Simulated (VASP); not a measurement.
OSZICAR of a VASP run on BaGe$_{3}$Pt (atoms displaced from the space group 107 structure):

File OSZICAR:
```
       N       E                     dE             d eps       ncg     rms          rms(c)
DAV:   1     0.530092684391E+03    0.53009E+03   -0.21984E+04  9935   0.289E+03
DAV:   2     0.583867072460E+02   -0.47171E+03   -0.45615E+03  8384   0.710E+02
DAV:   3    -0.237120763647E+02   -0.82099E+02   -0.79874E+02  9287   0.180E+02
DAV:   4    -0.282022040385E+02   -0.44901E+01   -0.44475E+01 10979   0.477E+01
DAV:   5    -0.283309933158E+02   -0.12879E+00   -0.12867E+00 11214   0.740E+00    0.115E+01
DAV:   6    -0.276855069844E+02    0.64549E+00   -0.93108E+00 10555   0.176E+01    0.613E+00
DAV:   7    -0.273123159351E+02    0.37319E+00   -0.17460E+00  9131   0.871E+00    0.309E+00
DAV:   8    -0.272914479288E+02    0.20868E-01   -0.31827E-01 10991   0.307E+00    0.123E+00
DAV:   9    -0.272722748959E+02    0.19173E-01   -0.94414E-02  9762   0.193E+00    0.244E-01
DAV:  10    -0.272723151832E+02   -0.40287E-04   -0.73876E-03  9677   0.737E-01    0.103E-01
DAV:  11    -0.272723740423E+02   -0.58859E-04   -0.58172E-04 11095   0.557E-01    0.441E-02
DAV:  12    -0.272723601231E+02    0.13919E-04   -0.11594E-04 13185   0.233E-01    0.113E-02
DAV:  13    -0.272723634674E+02   -0.33443E-05   -0.21666E-05  9418   0.417E-02    0.370E-03
DAV:  14    -0.272723634585E+02    0.88421E-08   -0.19199E-06  5996   0.200E-02
   1 F= -.27272363E+02 E0= -.27264339E+02  d E =-.160489E-01
```

Problem. Which electronic solver shows in the log?

Solution. It is blocked Davidson (ALGO = Normal, or the opening steps of other solvers). The INCAR had ALGO = Normal.

Problem. Can the final energy be trusted as converged?

Solution. Self-consistency was reached. It stopped with EDIFF = 1E-6, NELM = 100 (PBEsol GGA, plane waves, VASP's PBE PAW potentials (set 64)).

The structure comes from a measured BaGe3Pt entry of the Crystallography Open Database, whose conditions weren't checked. The cell was not relaxed at this level, atoms are displaced from their ideal sites. The k-mesh is coarse (spacing up to 0.32 per Å, 2π included), so the numbers may not be converged in it.
